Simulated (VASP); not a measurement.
Ni3Se:

```
Se Ni
1.0
     5.15255    0.00000    0.00000
    -2.57628    4.46224    0.00000
     0.00000    0.00000    4.18344
Se Ni
2 6
Cartesian
  0.0000 2.9748 3.1376
  2.5763 1.4874 1.0459
  0.0000 1.4645 1.0459
  -1.3080 3.7300 1.0459
  1.3080 3.7300 1.0459
  2.5763 2.9978 3.1376
  3.8843 0.7322 3.1376
  1.2683 0.7322 3.1376
```

The cell comes from a database or a generator and needn't be the stable form of this composition.

```yaml
Program: VASP 6.6.1
Task: single point
Functional: PBE
Potentials_or_basis: VASP PAW PBE potentials, release 64 (Se, Ni)
Cutoff: 520 eV
k_mesh: 6 × 6 × 7
Occupations: fermi-dirac, width 0.05 eV
Spin: collinear spin, ferromagnetic start
Starting_moments: "[0.0, 0.0, 1.0, 1.0, 1.0, 1.0, 1.0, 1.0] μB"
```

On this cell: pressure 2.4 GPa; largest force 0.046 eV/Å; net moment 1.29 μB per cell; site moments Se +0.02; Ni +0.21 μB; band gap on the k mesh none (metal or under the smearing width).

The same run follows on a disturbed copy (atoms moved at random, drawn with an rms of 0.05 Å):

```
CELL_PARAMETERS angstrom
5.15255 0.00000 0.00000
-2.57628 4.46224 0.00000
0.00000 0.00000 4.18344
ATOMIC_POSITIONS crystal
Se 0.32969 0.67734 0.74539
Se 0.65791 0.32148 0.25397
Ni 0.17951 0.33682 0.25552
Ni 0.15784 0.83961 0.24513
Ni 0.66879 0.82673 0.25415
Ni 0.83019 0.67243 0.76091
Ni 0.82764 0.15717 0.74269
Ni 0.32934 0.16773 0.75412
```

Question: What does the disturbed cell give?

Answer: The energy (extrapolated to zero smearing) moves by +6.4 meV/atom; pressure 2.8 GPa; largest force 0.412 eV/Å; net moment 1.29 μB per cell; site moments Se +0.02; Ni +0.20, +0.21, +0.22, +0.23, +0.19 μB; band gap on the k mesh none (metal or under the smearing width).

Forces on the atoms (eV/Å):
```
Se  -0.016 -0.204  0.047
Se   0.103  0.126 -0.054
Ni  -0.359 -0.172 -0.104
Ni   0.131 -0.105  0.212
Ni   0.020  0.323 -0.046
Ni   0.127 -0.041 -0.181
Ni   0.167  0.141  0.183
Ni  -0.172 -0.068 -0.057
```

Stress tensor (GPa, compression positive):
```
 2.66 -0.43 -0.03
-0.43  2.96  0.23
-0.03  0.23  2.89
```
